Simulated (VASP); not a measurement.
**Ag$_{2}$S (relaxed from the fluorite structure, space group Fm-3m): computed properties**

Computed with PBEsol GGA, VASP's PBE PAW potentials (set 64) (plane waves; VASP).

```
Property                                                               Value
----------------------------------  ----------------------------------------
space group                                                      Fm-3m (225)
cell                                 a = b = c = 6.086 Å, α = β = γ = 90.00°
volume per atom                                                18.78 Å³/atom
band gap (over mesh and band path)  none (metal, semimetal or under 0.01 eV)
band gap with spin-orbit coupling                                    0.05 eV
density                                                           7.30 g/cm³
```

```
CELL_PARAMETERS angstrom
      0.00000     3.04295     3.04295
      3.04295     0.00000     3.04295
      3.04295     3.04295     0.00000
ATOMIC_POSITIONS crystal
  S  0.00000 0.00000 0.00000
  Ag 0.25000 0.25000 0.25000
  Ag 0.75000 0.75000 0.75000
```

The structure was generated: Ag2S was put into the fluorite type (Fm-3m), which need not be its known phase. It was relaxed first. Symmetry was kept, so distortions that lower it aren't found.
